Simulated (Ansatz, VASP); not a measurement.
## Two plane-wave programs on RuPt2

```
CELL_PARAMETERS angstrom
0.00000 2.99027 2.99027
2.99027 0.00000 2.99027
2.99027 2.99027 0.00000
ATOMIC_POSITIONS crystal
Ru 0.00000 0.00000 0.00000
Pt 0.25000 0.25000 0.25000
Pt 0.50000 0.50000 0.50000
```

Change from the starting cell: species swapped into the Cu2Se type (F-43m, No. 216).

Alike in both runs: functional PBE; k mesh 6 × 6 × 6; occupations gaussian, width 0.1 eV; no spin polarisation.

Ansatz relaxed the structure, and its values are those at the end. VASP's run is a single point on that final structure, the one shown.

|  | VASP | Ansatz |
| --- | --- | --- |
| version | VASP 6.6.1 | Ansatz 0.2.0 |
| potentials or method | VASP PAW PBE potentials, release 64 (Ru_pv, Pt) | scalar-relativistic, plane waves, PAW |
| plane-wave cutoff (eV) | 520 | 420 |
| valence electrons in the cell | 34 | 52 |

```tsv
	VASP	Ansatz	Ansatz less VASP
gap on the k mesh at the Fermi level (eV)	none	none	-
pressure (GPa)	-0.2	0.2	+0.41
```

A gap of «none» marks a metal or a gap that the smearing closes. The two sets of potentials don't hold the same shells in valence.

Spin-orbit coupling is left out, which matters for the levels of Pt.
